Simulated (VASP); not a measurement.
Consider the following.

```xyz
3
Lattice="4.0549 0.0000 0.0000 -2.0275 3.5117 0.0000 0.0000 0.0000 4.1790" Properties=species:S:1:pos:R:3 pbc="T T T"
Ca     0.0000     0.0000     4.1790
Si     0.0000     2.3411     2.0895
Si     2.0275     1.1706     2.0895
```

The numbers are results of PBEsol GGA, VASP's PBE PAW potentials (set 64) (plane waves; VASP), not measurements. Run with 400 eV cut-off, 10×10×8 Γ-centred mesh, tetrahedra with Blöchl corrections, potentials Ca_sv Si.

The cores are frozen, which limits the accuracy of field gradients.

**Question.** Give the principal components of the electric field gradient (V/Å²) and the asymmetry η at each nucleus.

**Answer.** 
```
atom   Vxx   Vyy    Vzz     η
----  ----  ----  -----  ----
Ca1   -0.7  -0.7    1.3  0.00
Si2    8.4   8.4  -16.7  0.00
Si3    8.4   8.4  -16.7  0.00
```

The structure comes from a computed database's CaSi2 entry (P6/mmm); how it stands against other phases isn't given here. It was relaxed first.
